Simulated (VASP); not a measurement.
Consider the following.

```
ZnSe
1.0
    0.00000     2.83500     2.83500
    2.83500     0.00000     2.83500
    2.83500     2.83500     0.00000
Zn Se
1 1
Cartesian
  0.00000   0.00000   0.00000
  1.41750   1.41750   1.41750
```

Method: PBE GGA, VASP's PBE PAW potentials (set 64) (plane waves; VASP 6.6.1). Settings: 400 eV cut-off, 7×7×7 Γ-centred mesh, Gaussian smearing of 0.050 eV, potentials Zn Se.

Give the stress tensor in GPa (positive for a compressed cell).

```
2.04  0.00  0.00
0.00  2.04  0.00
0.00  0.00  2.04
```
The pressure is its mean diagonal, 2.04 GPa.

The compound is ZnSe in the zinc blende structure. The cell was not relaxed at this level.
